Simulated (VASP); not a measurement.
Data:

```
C
1.0
    0.00000     1.77937     1.77937
    1.77937     0.00000     1.77937
    1.77937     1.77937     0.00000
C
2
Cartesian
  0.00000   0.00000   0.00000
  0.88969   0.88969   0.88969
```

Calculation: PBE GGA with D3 dispersion (Becke-Johnson damping), VASP's PBE PAW potentials (set 64) (plane waves; VASP). Settings: 520 eV cut-off, Gaussian smearing of 0.050 eV, potentials C.

Question: Give the energies of bands 2 to 7 at the high-symmetry points, in eV from the valence-band maximum.

Answer: 
```tsv
band	Γ	X	U	L	W
2	0.00	-12.81	-11.78	-13.45	-12.01
3	0.00	-6.34	-9.38	-2.82	-8.38
4	0.00	-6.34	-5.40	-2.82	-8.38
5	5.61	4.77	5.69	8.49	10.65
6	5.61	4.77	10.79	8.49	10.65
7	5.61	16.91	14.45	8.94	12.41
```

The gap is indirect, 4.14 eV, from the valence maximum at Γ to the conduction minimum at Γ-X at 0.71.

The compound is C in the diamond structure. It was relaxed first.
